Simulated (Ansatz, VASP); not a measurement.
# Ti (free-standing square Ti monolayer, spacing 2.904 A): VASP beside Ansatz

Aim: how closely do two programs agree when they are given the same cell, functional and k mesh? The cell is taken from a series of runs on this material, whose earlier steps may have relaxed, scaled, displaced or heated it; both programs get it as it stands.

Calculated with Ansatz 0.2.0; plane waves, with VASP 6.6.1 beside it; single point at LDA.

### Step 1. The starting structure

The cell holds 1 atom: 1 Ti. Cell: a = 2.904 Å, b = 2.904 Å, c = 14.000 Å, α = 90.0°, β = 90.0°, γ = 90.0°. As first built, before any earlier steps moved the atoms (in the runner's words): model lattice. Vacuum lies along c.

### Step 2. Ansatz: single point, LDA, pair 1

Ansatz runs on its PAW soft_1 files.

With cell and atoms fixed, the geometry can't cause a difference; cores, projectors, grids and the points listed under the comparison can.

Input file input.yaml:

```yaml
crystal:
  lattice:
    - [2.904, 0.0, 0.0]
    - [0.0, 2.904, 0.0]
    - [0.0, 0.0, 14.0]
  atoms:
    - { symbol: Ti, position: [0.0, 0.0, 0.5], spin: 2.222 }
magnetization:
  spin_polarized: true
  initial_magnetization: 2.222
  spin_locking: { lock_magnetization: hard }
kpoints:
  mp_grid: { grid: [19, 19, 1] }
hamiltonian:
  xc: lda
  pseudopotentials: { kind: paw, azcp: { folder: soft_1 }, xc_functional: pbe }
scf:
  occupations: { method: fermi_dirac, width: 0.1 }
  max_iter: 120
  convergence: { dr2_threshold: 1.0e-08 }
  lower_state_search: "off"
basis:
  ecutwfc: 420.0
```

Launch:

```console
ansatz run input.yaml --threads 1 --pin off --max-ram 2560MiB --backend cpu --events-out ev --progress --plain --runs-dir out
```

Numbers of over 12 decimals in the logs are rounded to 6 here.

The program printed:

```text
Engine: ansatz 0.2.0, aarch64-unknown-linux-gnu
Pseudopotentials: kind: paw
Pseudopotential: Ti, paw, valence charge 12, recommended cutoff 420 eV (normal), soft_1/Ti.paw.azcp
Functional definition: SPW92
  exchange = slater_x
  correlation = pw_c
Crystal: 1 atoms, lattice volume = 118.065 Å³
Basis set: ecut = 420 eV, 2291 PW (Γ)
Bands: 12, of which v1, the nominal top of the filled ones, is band 6 counted from 1 (5 counted from 0)
Symmetry: 16 space group operations
Space group: P4/mmm (ITA 123), of the structure as read, at distance tolerance 4.9e-5 Å
Magnetic group: BNS 123.339 (UNI 999), of the structure as read, at distance tolerance 4.9e-5 Å
k-points: 55 of 361
Non-local potential: Ti, projectors of the file, l = 0: 3, l = 1: 2, l = 2: 3, l = 3: 1
PAW form: soft (Blöchl's): semilocal exchange-correlation on the pseudo side does not see the compensation charge
PAW frozen core: Ti, regenerated for the run's functional, and the local potential with it (the file was generated under x = pbe(κ = 0.804, μ = 0.219515), c = pbe(β = 0.066725))
PAW one-centre angular grid: Ti, 590 points (default); XC on 64 Gauss nodes
Initial density: superposition of atomic densities (neutral atoms: chi_scale 0, normalization atom)
Starting moments: Σ|m| = 2.222 μB on 1 of 1 site
Initial wavefunctions: pseudopotential atomic-orbital guess
Functional: x = slater, c = lda
SCF iter   1: F=—  HF=-2447.674269 eV  |F-HF|=—  |Δ(HF+E_count)|=         —  Δρ=2.41e-2 (↑1.96e-2 ↓2.41e-2)  dr2=1.35e0  dr2_m=4.13e-1  M=2.222 μB ∫|m|=2.222 μB  β_m=0.30  ethr=3.10e-3  ⟨swp⟩=5.7  Hψ=7662  notcnv=0
preconditioner: auto → LDOS  [metal: Δε(μ)=0.031 eV  Ē_g=4.297 eV  σ=0.100 eV  W_gap=0.08  n_scr=8 (ndim 8)  ℏωp=6.8 eV  f_vac=0.619  D(μ)=2.15/eV (n_scr^D=8)]
spin=Collinear: LDOS preconditioning applied to the charge; magnetization (m = ρ↑ − ρ↓) channel mixes plain (no charge-response kernel on spin).
SCF iter   2: F=—  HF=-2447.543058 eV  |F-HF|=—  |Δ(HF+E_count)|=   1.31e-1  Δρ=1.76e-2 (↑1.54e-2 ↓1.76e-2)  dr2=6.70e-1  dr2_m=2.52e-1  M=2.222 μB ∫|m|=2.222 μB  β_m=0.65  ethr=3.10e-3  ⟨swp⟩=2.0  Hψ=2542  notcnv=0  defer=5
SCF iter   3: F=—  HF=-2447.467128 eV  |F-HF|=—  |Δ(HF+E_count)|=   7.59e-2  Δρ=3.14e-3 (↑3.14e-3 ↓2.34e-3)  dr2=7.57e-3  dr2_m=5.66e-3  M=2.222 μB ∫|m|=2.222 μB  β_m=0.73  ethr=3.10e-3  ⟨swp⟩=2.8  Hψ=2466  notcnv=0  defer=5
SCF iter   4: F=—  HF=-2447.476712 eV  |F-HF|=—  |Δ(HF+E_count)|=   9.58e-3  Δρ=1.31e-3 (↑1.31e-3 ↓5.08e-4)  dr2=2.71e-3  dr2_m=5.42e-4  M=2.222 μB ∫|m|=2.222 μB  β_m=0.83  ethr=6.31e-5  ⟨swp⟩=2.3  Hψ=2563  notcnv=0  defer=5
SCF iter   5: F=—  HF=-2447.476899 eV  |F-HF|=—  |Δ(HF+E_count)|=   1.86e-4  Δρ=3.07e-4 (↑3.07e-4 ↓2.25e-4)  dr2=6.99e-5  dr2_m=4.96e-5  M=2.222 μB ∫|m|=2.222 μB  β_m=0.81  ethr=2.26e-5  ⟨swp⟩=2.6  Hψ=1812  notcnv=0  defer=5
SCF iter   6: F=—  HF=-2447.476978 eV  |F-HF|=—  |Δ(HF+E_count)|=   7.91e-5  Δρ=9.88e-5 (↑8.01e-5 ↓9.88e-5)  dr2=2.77e-5  dr2_m=2.25e-6  M=2.222 μB ∫|m|=2.222 μB  β_m=0.91  ethr=5.82e-7  ⟨swp⟩=2.4  Hψ=2258  notcnv=0  defer=5
SCF iter   7: F=—  HF=-2447.476984 eV  |F-HF|=—  |Δ(HF+E_count)|=   6.10e-6  Δρ=3.55e-5 (↑3.55e-5 ↓2.27e-5)  dr2=1.80e-6  dr2_m=3.55e-7  M=2.222 μB ∫|m|=2.222 μB  β_m=0.92  ethr=2.31e-7  ⟨swp⟩=1.6  Hψ=1505  notcnv=0  defer=5
SCF iter   8: F=—  HF=-2447.476983 eV  |F-HF|=—  |Δ(HF+E_count)|=   1.18e-6  Δρ=6.38e-6 (↑6.38e-6 ↓3.60e-6)  dr2=1.40e-7  dr2_m=1.08e-8  M=2.222 μB ∫|m|=2.222 μB  β_m=0.96  ethr=1.50e-8  ⟨swp⟩=2.5  Hψ=1820  notcnv=0  defer=5
iter 9 did not close the SCF: its close was put off for the exchange–correlation potential of the local minority spin (scf_convergence_deferred on its scf_iter line)
SCF iter   9: F=-2447.476983 eV  HF=-2447.476983 eV  |F-HF|=1.89e-10  |Δ(HF+E_count)|=   8.62e-9  Δρ=8.97e-7 (↑8.97e-7 ↓3.70e-7)  dr2=1.01e-9  dr2_m=1.61e-10  M=2.222 μB ∫|m|=2.222 μB  β_m=0.94  ethr=8.33e-11  ⟨swp⟩=1.2  Hψ=3317  notcnv=0
SCF iter  10: F=-2447.476983 eV  HF=-2447.476983 eV  |F-HF|=0.00e0  |Δ(HF+E_count)|=   1.09e-7  Δρ=1.33e-7 (↑1.33e-7 ↓6.32e-8)  dr2=3.18e-11  dr2_m=3.63e-12  M=2.222 μB ∫|m|=2.222 μB  ethr=8.41e-12  ⟨swp⟩=1.0  Hψ=3862  notcnv=0
SCF 1 converged in 10 iterations: F = -2447.476983 eV  dr2 = 3.18e-11
  greatest PAW one-centre occupation: 0.998 electrons in one spin orbital (limit 2), on the Ti atom at site 0 (counted from 0), in its partial waves of l = 0
SCF converged after 10 iterations
Stability checked in part: among states of this total moment the steps that led to this state did not find it unstable. No probe was made; neither looks for a lower state of another moment (fixed_total_moment; see scf.lower_state_search)
Magnetization: 2.2220 μB (7.1110 up, 4.8890 down)
Absolute magnetization: 2.2221 μB (∫|ρ↑−ρ↓|, with the PAW one-centre terms)
Spin contamination: 0.0010 ħ² per cell (⟨S²⟩ above its minimum at these occupations)
Per-site moments (μB) at R_I (Å): [(1.562042, 1.1979)]
Free energy (F): -2447.476983 eV
Harris-Foulkes:  -2447.476983 eV  (|F-HF|=0.00e0)
Internal energy: -2447.402825 eV  (E = F + TS)
E sigma→0 (E₀):  -2447.439904 eV
Entropy (-TS):   -0.074157 eV (-74.157 meV/atom)
Fermi energy:    -1.508053 (↑ -1.452811, ↓ -1.563294) eV
--- Per-component energies (eV) ---
  E_band       = -332.960955
  E_kinetic    = 277.689934
  E_local      = -3830.965580  (includes V_loc(G=0)·N_el)
  E_nonlocal   = 67.010198
  E_hartree    = 1734.688737
  E_xc         = -111.350263
  E_vxc        = -140.156662  (∫ρ·V_xc dr)
  E_paw        = -994.730394  (= ΣΔE_a)
  E_vpaw       = -175.916475  (= ΣTr[D̂ρ^β])
  E_aug_tail   = -0.000084  (compensation charges beyond the density's cutoff)
  E_ewald      = 409.928675
  E_core_change = 0.325951  (= ΣΔE_core)
  E_smearing   = -0.074157  (= −TS)
  E_closure    = -0.000000  (closes the sum)
  Σ components = -2447.476983   (vs F -2447.476983, Δ=0.00e0)
```

The column dr2 measures how far the density is from self-consistency, as an energy; F and HF (Harris–Foulkes) agree once it is small.

### Step 3. VASP: single point, LDA, pair 1

The same cell, functional (in two slightly different forms), mesh and smearing now go to VASP, with its own data sets.

Lines of VASP's logs that name or quote its potential files are left out, and so is its time.

Input file INCAR:

```
SYSTEM = Ti
PREC = Accurate
ENCUT = 400
EDIFF = 1E-06
NELM = 200
ISMEAR = -1
SIGMA = 0.1
LREAL = .FALSE.
ALGO = Normal
GGA = PW92
NBANDS = 13
ISPIN = 2
MAGMOM = 1.56
LASPH = .TRUE.
LMAXMIX = 4
LORBIT = 11
LWAVE = .FALSE.
LCHARG = .FALSE.
ISIF = 2
NUPDOWN = 2.222
GGA_COMPAT = .FALSE.
```

Input file POSCAR:

```
Ti
1.0
    2.9040000000      0.0000000000      0.0000000000
    0.0000000000      2.9040000000      0.0000000000
    0.0000000000      0.0000000000     14.0000000000
Ti
1
Direct
    0.0000000000      0.0000000000      0.5000000000
```

Input file KPOINTS:

```
Automatic mesh
0
Gamma
19 19 1
0 0 0
```

Potentials, in the order of the species: Ti_sv (LDA family, release 64).

Launch:

```console
mpirun -np 1 vasp_std
```

The program printed:

```text
[banner, memory and clock lines left out]
running    1 mpi-ranks, on    1 nodes
 distrk:  each k-point on    1 cores,    1 groups
 distr:  one band on    1 cores,    1 groups

 POSCAR found type information on POSCAR Ti
 POSCAR found :  1 types and       1 ions
|                                                                             |
|               ----> ADVICE to this user running VASP <----                  |
|                                                                             |
|     You enforced a specific xc type in the INCAR file but a different       |
|     [... a line on the potential file left out ...]
|     I HOPE YOU KNOW WHAT YOU ARE DOING!                                     |
|                                                                             |

 LDA part: xc-table for (Slater(with rela. corr.)+PW92), standard interpolation
 POSCAR, INCAR and KPOINTS ok, starting setup
 FFT: planning ... GRIDC
 FFT: planning ... GRID_SOFT
 FFT: planning ... GRID
 WAVECAR not read
 entering main loop
       N       E                     dE             d eps       ncg     rms          rms(c)
DAV:   1     0.543035826458E+02    0.54304E+02   -0.59365E+03  3620   0.589E+02
DAV:   2     0.221865115138E+01   -0.52085E+02   -0.49562E+02  3523   0.177E+02
DAV:   3    -0.574008965268E+01   -0.79587E+01   -0.77593E+01  4986   0.518E+01
DAV:   4    -0.620651720410E+01   -0.46643E+00   -0.46502E+00  3432   0.114E+01
DAV:   5    -0.622369315301E+01   -0.17176E-01   -0.17173E-01  3984   0.190E+00    0.575E+00
DAV:   6    -0.571928628078E+01    0.50441E+00   -0.21058E+00  3050   0.142E+01    0.337E+00
DAV:   7    -0.570164295281E+01    0.17643E-01   -0.12046E-01  2985   0.303E+00    0.142E+00
DAV:   8    -0.568631365753E+01    0.15329E-01   -0.46543E-02  3481   0.144E+00    0.776E-01
DAV:   9    -0.569974145232E+01   -0.13428E-01   -0.23285E-02  3195   0.773E-01    0.356E-01
DAV:  10    -0.570870415754E+01   -0.89627E-02   -0.52315E-03  3005   0.455E-01    0.180E-01
DAV:  11    -0.571286247435E+01   -0.41583E-02   -0.13821E-03  3472   0.235E-01    0.701E-02
DAV:  12    -0.571342819501E+01   -0.56572E-03   -0.16170E-04  3279   0.827E-02    0.384E-02
DAV:  13    -0.571362792639E+01   -0.19973E-03   -0.79658E-05  3521   0.643E-02    0.203E-02
DAV:  14    -0.571374430401E+01   -0.11638E-03   -0.34182E-05  3110   0.283E-02    0.140E-02
DAV:  15    -0.571383377322E+01   -0.89469E-04   -0.12319E-05  3065   0.136E-02    0.102E-02
DAV:  16    -0.571401347834E+01   -0.17971E-03   -0.41067E-05  3345   0.233E-02    0.701E-03
DAV:  17    -0.571410133532E+01   -0.87857E-04   -0.13059E-05  3375   0.888E-03    0.517E-03
DAV:  18    -0.571417710249E+01   -0.75767E-04   -0.40234E-06  3051   0.763E-03    0.210E-03
DAV:  19    -0.571420839973E+01   -0.31297E-04   -0.89942E-07  3045   0.320E-03    0.103E-03
DAV:  20    -0.571422037113E+01   -0.11971E-04   -0.28856E-07  2831   0.147E-03    0.741E-04
DAV:  21    -0.571422918861E+01   -0.88175E-05   -0.57716E-07  2919   0.142E-03    0.299E-04
DAV:  22    -0.571423000064E+01   -0.81204E-06   -0.58958E-08  2591   0.589E-04
   1 F= -.57142300E+01 E0= -.56767870E+01  d E =-.748859E-01  mag=     2.2220
```

Parts of OUTCAR (step 3):

```text
ion  position               nearest neighbor table
   1  0.000  0.000  0.500-

  LATTYP: Found a simple tetragonal cell.
 ALAT       =     2.9040000000
 C/A-ratio  =     4.8209366391

 Subroutine GETGRP returns: Found 16 space group operations
 (whereof 16 operations were pure point group operations)

The static configuration has the point symmetry D_4h.

 Found     55 irreducible k-points:

   k-points           NKPTS =     55   k-points in BZ     NKDIM =     55   number of bands    NBANDS=     13

   dimension x,y,z NGX =    20 NGY =   20 NGZ =   96
   dimension x,y,z NGXF=    40 NGYF=   40 NGZF=  192

   ENCUT  =  400.0 eV  29.40 Ry    5.42 a.u.   4.74  4.74 22.83*2*pi/ulx,y,z

   NELECT =      12.0000    total number of electrons

 k-points in reciprocal lattice and weights: Automatic mesh
   0.00000000  0.00000000  0.00000000       0.003
   0.05263158  0.00000000  0.00000000       0.011
   0.10526316  0.00000000  0.00000000       0.011
   0.15789474  0.00000000  0.00000000       0.011
   0.21052632  0.00000000  0.00000000       0.011
   0.26315789  0.00000000  0.00000000       0.011
   0.31578947  0.00000000  0.00000000       0.011
   0.36842105  0.00000000  0.00000000       0.011
   0.42105263  0.00000000  0.00000000       0.011
[...]
0.47368421  0.42105263  0.00000000       0.022
   0.47368421  0.47368421  0.00000000       0.011

 average (electrostatic) potential at core
       1 -83.1845

 E-fermi :  -2.2691

 spin component 1
 k-point     1 :       0.0000    0.0000    0.0000
  band No.  band energies     occupation
    ...
      4     -35.6043      1.00000
      5      -6.3166      1.00000
      6      -3.6245      1.00000
      7      -2.8670      0.99909
      8      -2.2214      0.63338
      9      -1.0085      0.00001
     10      -1.0085      0.00001
     11      -0.0132      0.00000
     12       1.4189      0.00000
     13       2.4098      0.00000

 k-point     2 :       0.0526    0.0000    0.0000
  band No.  band energies     occupation
    ...
      4     -35.6034      1.00000
      5      -6.2566      1.00000
      6      -3.5943      1.00000
      7      -2.8434      0.99885
      8      -2.2555      0.70836
      9      -1.0037      0.00001
     10      -0.9690      0.00001
     11      -0.0496      0.00000
     12       1.4636      0.00000
     13       2.4685      0.00000

 k-point     3 :       0.1053    0.0000    0.0000
  band No.  band energies     occupation
    ...
      4     -35.6010      1.00000
      5      -6.0800      1.00000
      6      -3.5061      1.00000
      7      -2.7726      0.99767
      8      -2.3540      0.86671
      9      -0.9895      0.00001
     10      -0.8473      0.00000
     11      -0.1529      0.00000
     12       1.5975      0.00000
     13       2.6410      0.00000

 k-point     4 :       0.1579    0.0000    0.0000
  band No.  band energies     occupation
    ...
      4     -35.5973      1.00000
      5      -5.7973      1.00000
      6      -3.3672      0.99999
      7      -2.6556      0.99252
      8      -2.5039      0.96680
      9      -0.9676      0.00001
     10      -0.6381      0.00000
     11      -0.3072      0.00000
     12       1.8206      0.00000
     13       2.9190      0.00000

 k-point     5 :       0.2105    0.0000    0.0000
  band No.  band energies     occupation
    ...
      4     -35.5927      1.00000
      5      -5.4269      1.00000
      6      -3.1877      0.99996
      7      -2.6843      0.99438
      8      -2.4953      0.96395
      9      -0.9402      0.00000
     10      -0.4910      0.00000
     11      -0.3402      0.00000
     12       2.1329      0.00000
     13       3.2930      0.00000

 k-point     6 :       0.2632    0.0000    0.0000
  band No.  band energies     occupation
    ...
      4     -35.5876      1.00000
      5      -4.9975      1.00000
      6      -2.9768      0.99970
      7      -2.8721      0.99914
      8      -2.3003      0.79172
      9      -0.9101      0.00000
     10      -0.6818      0.00000
     11       0.0427      0.00000
     12       2.5333      0.00000
     13       3.7536      0.00000

  Total       -2.7916057     -2.7916057     -0.0761338      0.0000000     -0.0000000      0.0000000
  in kB      -37.8829162    -37.8829162     -1.0331586      0.0000000     -0.0000000      0.0000000
  external PRESSURE =     -25.5996637 kB  Pullay stress =       0.0000000 kB

  energy-cutoff  :      400.00
  volume of cell :      118.07
      direct lattice vectors                 reciprocal lattice vectors
     2.904000000  0.000000000  0.000000000     0.344352617  0.000000000  0.000000000
     0.000000000  2.904000000  0.000000000     0.000000000  0.344352617  0.000000000
     0.000000000  0.000000000 14.000000000     0.000000000  0.000000000  0.071428571

 POSITION                                       TOTAL-FORCE (eV/Angst)
 -----------------------------------------------------------------------------------
      0.00000      0.00000      7.00000         0.000000      0.000000      0.000000
 -----------------------------------------------------------------------------------
    total drift:                                0.000000      0.000000      0.000000

  FREE ENERGIE OF THE ION-ELECTRON SYSTEM (eV)
  ---------------------------------------------------
  free  energy   TOTEN  =        -5.7142300006 eV

  energy  without entropy=       -5.6393440615  energy(sigma->0) =       -5.67678703

 total charge
# of ion       s       p       d       tot
------------------------------------------
    1        2.216   6.008   1.906  10.130

 magnetization (x)
# of ion       s       p       d       tot
------------------------------------------
    1        0.019   0.043   1.431   1.494

[... 6 further parts left out ...]
```

### Step 4. Side by side

Known differences besides the potentials themselves: VASP starts from the moments at which Ansatz ended; the cutoff is 420 eV in Ansatz and 400 eV in VASP; VASP's log shows a relativistic correction to its local exchange, Ansatz's none; site moments are counted in spheres of each program's own size. Total energies have different zeros and are not compared.

Both answers:

```
                             quantity  Ansatz  VASP  difference
total moment, fixed by the input (μB)    2.22  2.22        0.00
                   moment on Ti1 (μB)    1.56  1.49       +0.07
```

With vacuum in the cell, a pressure given here is an average over mostly empty space and none of the material.

### Step 5. Ansatz: single point, LDA, pair 2

With cell and atoms fixed, the geometry can't cause a difference; cores, projectors, grids and the points listed under the comparison can.

The cell is taken from a series of runs on this material, whose earlier steps may have relaxed, scaled, displaced or heated it; both programs get it as it stands.

input.yaml, the sections that differ from step 2:

```yaml
crystal:
  lattice:
    - [2.904, 0.0, 0.0]
    - [0.0, 2.904, 0.0]
    - [0.0, 0.0, 14.0]
  atoms:
    - { symbol: Ti, position: [0.0, 0.0, 0.5], spin: 2.5 }
magnetization:
  spin_polarized: true
  initial_magnetization: 2.5
  spin_locking: { lock_magnetization: hard }
# kpoints, hamiltonian, scf, basis: as in step 2
```

Launch:

```console
ansatz run input.yaml --threads 1 --pin off --max-ram 2560MiB --backend cpu --events-out ev --progress --plain --runs-dir out
```

The program printed:

```text
[...]
Crystal: 1 atoms, lattice volume = 118.065 Å³
Basis set: ecut = 420 eV, 2291 PW (Γ)
Bands: 12, of which v1, the nominal top of the filled ones, is band 6 counted from 1 (5 counted from 0)
Symmetry: 16 space group operations
[...]
k-points: 55 of 361
[...]
Starting moments: Σ|m| = 2.5 μB on 1 of 1 site
[...]
Magnetization: 2.5000 μB (7.2500 up, 4.7500 down)
Absolute magnetization: 2.5001 μB (∫|ρ↑−ρ↓|, with the PAW one-centre terms)
[...]
Per-site moments (μB) at R_I (Å): [(1.738287, 1.1979)]
Free energy (F): -2447.447721 eV
[...]
Internal energy: -2447.374722 eV  (E = F + TS)
E sigma→0 (E₀):  -2447.411222 eV
Entropy (-TS):   -0.072999 eV (-72.999 meV/atom)
Fermi energy:    -1.575446 (↑ -1.420951, ↓ -1.729941) eV
[...]
[key lines of the parts left out:]
SCF converged after 11 iterations
```

(Part 1 of 2 ends here.)

[Lines on the potential files, build, host, timing and source positions are cut from VASP's logs without a mark.]

[Logs are printed without paths, hosts, clocks, repeated set-up lines and the standing remarks that a program may print on its own settings, such as how far it seeks lower states.]

[Hosts, paths, dates, database ids (printed as entryN), source tags and the programs' standing remarks are cut or masked in the printed files.]
